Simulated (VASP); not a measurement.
A VASP calculation is set up with these files.

File POSCAR:
```
P
1
    1.6997980731    -5.1459351497     0.0000000000
    1.6997980731     5.1459351497    -0.0000000000
    0.0000000000    -0.0000000000     3.9827948461
P
4
Direct
  0.1059646682   0.8940353318   0.9347583001
  0.3940353318   0.6059646682   0.4347583001
  0.6059646682   0.3940353318   0.5652416999
  0.8940353318   0.1059646682   0.0652416999
```

File KPOINTS:
```
Automatic mesh
0
Gamma
9 9 7
0 0 0
```

INCAR:
```
SYSTEM = P
PREC = Accurate; ENCUT = 520; LREAL = .False.
LASPH = .True.
EDIFF = 1E-6; NELM = 100; ALGO = Normal
ISMEAR = 1; SIGMA = 0.1
GGA = PS
IBRION = 2; NSW = 60; ISIF = 3
EDIFFG = -0.02
LWAVE = .False.; LCHARG = .False.
```

POTCAR, in this order: P (PBE.64 set). Program: vasp_std.

**Question.** Translate this PBEsol calculation to Quantum ESPRESSO's pw.x.

**Answer.** One equivalent input (not run):
```
&CONTROL
  calculation = 'vc-relax'
  pseudo_dir = './pseudo'
  outdir = './out'
  tprnfor = .true.
  tstress = .true.
  nstep = 60
  forc_conv_thr = 0.00078
/
&SYSTEM
  ibrav = 0
  nat = 4
  ntyp = 1
  ecutwfc = 44
  occupations = 'smearing'
  smearing = 'methfessel-paxton'
  degauss = 0.00735
  input_dft = 'pbesol'
/
&ELECTRONS
  conv_thr = 7.3e-08
  electron_maxstep = 100
/
&IONS
/
&CELL
/
ATOMIC_SPECIES
  P 30.974 P.upf
CELL_PARAMETERS angstrom
     1.6997981   -5.1459351    0.0000000
     1.6997981    5.1459351   -0.0000000
     0.0000000   -0.0000000    3.9827948
ATOMIC_POSITIONS crystal
  P    0.1059647  0.8940353  0.9347583
  P    0.3940353  0.6059647  0.4347583
  P    0.6059647  0.3940353  0.5652417
  P    0.8940353  0.1059647  0.0652417
K_POINTS automatic
  9 9 7 0 0 0
```
Limits of the translation: the potentials are each code's own (VASP's PAW set, PseudoDojo norm-conserving files in pw.x), so ENCUT and ecutwfc are chosen apart and not converted; conv_thr bounds pw.x's estimated SCF error, while EDIFF bounds the energy change between steps; forc_conv_thr acts on force components and is met together with etot_conv_thr.

The compound is P in the black structure. This run relaxes it. Symmetry was kept, so distortions that lower it aren't found. The start is the result of an earlier pass.
